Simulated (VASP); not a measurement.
```
CELL_PARAMETERS angstrom
     -2.91352     2.91352     1.58010
      2.91352    -2.91352     1.58010
      2.91352     2.91352    -1.58010
ATOMIC_POSITIONS crystal
  Sn 0.25000 0.75000 0.50000
  Sn 0.00000 0.00000 0.00000
```

Computed with PBEsol GGA, VASP's PBE PAW potentials (set 64) (plane waves; VASP 6.6.1). Run with 400 eV cut-off, Gaussian smearing of 0.050 eV, potentials Sn_d.

Q: Give the energies of bands 11 to 17 at the high-symmetry points, in eV from the Fermi level.

A: 
| band | Γ | X | M | Z | P | N |
|---|---|---|---|---|---|---|
| 11 | -11.23 | -8.97 | -7.61 | -6.49 | -5.96 | -6.92 |
| 12 | -3.66 | -8.97 | -7.61 | -5.61 | -5.96 | -5.43 |
| 13 | -2.02 | 0.58 | -4.88 | -3.09 | -3.59 | -2.32 |
| 14 | -2.02 | 0.58 | -4.88 | -2.96 | -3.59 | -1.74 |
| 15 | 2.93 | 1.56 | 5.16 | -2.96 | 3.61 | -1.14 |
| 16 | 6.24 | 1.56 | 5.16 | 3.14 | 3.61 | 2.24 |
| 17 | 6.24 | 6.13 | 9.43 | 5.62 | 3.99 | 2.87 |

It has no gap at this level: it comes out as a metal or semimetal.

The compound is Sn in the beta structure. It was relaxed first.
